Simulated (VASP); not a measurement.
A run of VASP 6.6.1 is set up as follows.

File INCAR:

```
  PREC = Accurate
  ENCUT = 600
  EDIFF = 1E-7
  ISMEAR = 0
  SIGMA = 0.03
  LREAL = F
  LASPH = T
  NELM = 80
  ALGO = Normal
  ISIF = 3
  LWAVE = F
  LCHARG = F
  IBRION = 2
  NSW = 90
  EDIFFG = -0.005
  KPAR = 4
```

The input KPOINTS:

```
regular mesh
0
Gamma
  4 6 6
```

POSCAR

```
SrCdSiS4                                
1.0
   10.1064587860      0.0000000000      0.0000000000
    0.0000000000      4.9758166827      3.1322316646
    0.0000000000     -4.9758166827      3.1322316646
  Sr              Cd              Si              S             
     2     2     2     8
Direct
     0.0000000000000000    0.0030027481280066    0.0030027481280066
     0.5000000000000000    0.0030027481280066    0.0030027481280066
     0.7500000000000000    0.2727751352601742    0.6089075896673894
     0.2500000000000000    0.6089075896673894    0.2727751352601742
     0.7500000000000000    0.7063016355488156    0.2719885327549117
     0.2500000000000000    0.2719885327549117    0.7063016355488156
     0.4198472172513937    0.4671094719855647    0.9145326722648076
     0.5801527827486060    0.9145326722648076    0.4671094719855647
     0.0801527827486062    0.4671094719855647    0.9145326722648076
     0.9198472172513940    0.9145326722648076    0.4671094719855647
     0.7500000000000000    0.7137415157235885    0.9108576140825125
     0.2500000000000000    0.9108576140825125    0.7137415157235885
     0.7500000000000000    0.3206966746607209    0.1898415175451307
     0.2500000000000000    0.1898415175451307    0.3206966746607209
```

Potentials or basis: VASP PAW LDA potentials, release 64 (Sr_sv, Cd, Si, S).

The run is started by

```console
$ cat potpaw_LDA.64/Sr_sv/POTCAR potpaw_LDA.64/Cd/POTCAR potpaw_LDA.64/Si/POTCAR potpaw_LDA.64/S/POTCAR > POTCAR
$ mpirun -np 4 vasp_std > vasp.out
```

Q: What does it give for the band gap on the k mesh?

A: 2.62 eV, indirect (least direct gap 2.69 eV).

Final structure:
```
Sr Cd Si S
1.0
    10.10657    0.00000    0.00000
     0.00000    4.97613    3.13197
     0.00000   -4.97613    3.13197
Sr Cd Si S
2 2 2 8
Direct
  0.00000 0.00301 0.00301
  0.50000 0.00301 0.00301
  0.75000 0.27286 0.60894
  0.25000 0.60894 0.27286
  0.75000 0.70634 0.27198
  0.25000 0.27198 0.70634
  0.41981 0.46708 0.91453
  0.58019 0.91453 0.46708
  0.08019 0.46708 0.91453
  0.91981 0.91453 0.46708
  0.75000 0.71370 0.91083
  0.25000 0.91083 0.71370
  0.75000 0.32070 0.18981
  0.25000 0.18981 0.32070
```

A k mesh can miss the band edges.
